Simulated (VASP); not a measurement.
Input for VASP

**INCAR**
```
# general
SYSTEM  = Hg4SSe3
PREC    = Accurate
ENCUT   = 400
LREAL   = .False.
LASPH   = .True.

# electronic loop
EDIFF   = 1E-6
NELM    = 100
ALGO    = Normal
LMAXMIX = 6

# smearing
ISMEAR  = 1
SIGMA   = 0.1

# functional
GGA     = PS

# ions
IBRION  = 2
NSW     = 60
ISIF    = 3
EDIFFG  = -0.02

# output
LWAVE   = .False.
LCHARG  = .False.
```

### POSCAR
```
Hg4SSe3
1.0
  0.0000000000   3.0373936637   3.0373936637
  3.0373936637   0.0000000000   3.0373936637
 12.1549638986  12.1549638986  -0.0053892437
Hg Se S
4 3 1
Direct
  0.0101112972   0.0101112972   0.9924165271
  0.0027663084   0.0027663084   0.2479252687
  0.9983772517   0.9983772517   0.5012170613
  0.9898207098   0.9898207098   0.7576344676
  0.2542799613   0.2542799613   0.0592900290
  0.2494093612   0.2494093612   0.3129429791
  0.2428296465   0.2428296465   0.5678777651
  0.2524054640   0.2524054640   0.8106959020
```

KPOINTS:
```
Automatic mesh
0
Gamma
8 8 2
0 0 0
```

POTCAR, in this order: Hg Se S (PBE.64 set). Program: vasp_std.

Q: Translate this PBEsol calculation to Ansatz.

A: One equivalent input (not run):
Ansatz 0.2 input:
```yaml
crystal:
  lattice:
    - [0.0000000, 3.0373937, 3.0373937]
    - [3.0373937, 0.0000000, 3.0373937]
    - [12.1549639, 12.1549639, -0.0053892]
  atoms:
    - { symbol: Hg, position: [0.0101113, 0.0101113, 0.9924165] }
    - { symbol: Hg, position: [0.0027663, 0.0027663, 0.2479253] }
    - { symbol: Hg, position: [0.9983773, 0.9983773, 0.5012171] }
    - { symbol: Hg, position: [0.9898207, 0.9898207, 0.7576345] }
    - { symbol: Se, position: [0.2542800, 0.2542800, 0.0592900] }
    - { symbol: Se, position: [0.2494094, 0.2494094, 0.3129430] }
    - { symbol: Se, position: [0.2428296, 0.2428296, 0.5678778] }
    - { symbol: S, position: [0.2524055, 0.2524055, 0.8106959] }
kpoints:
  mp_grid: { grid: [8, 8, 2] }
hamiltonian:
  xc: pbesol
  pseudopotentials: { kind: paw }
scf:
  occupations: { method: methfessel_paxton, width: 0.1 }
  max_iter: 100
relax:
  max_steps: 60
  f_tol: 0.02
  cell: {}
output: { forces: true, stress: true, eigenvalues: true }
```
The two are equivalent in intent, not identical: each code has its own PAW files, so the cut-off isn't converted (ENCUT is set for VASP's; basis.ecutwfc is left out, and Ansatz then takes the one that its files recommend); Ansatz stops its SCF on the density residual and VASP on the energy change (EDIFF).

The structure was generated: Hg4SSe3 was put into an ordered model structure (R3m), which need not be its known phase. This run relaxes it. Symmetry was kept, so distortions that lower it aren't found. The start is the result of an earlier pass.
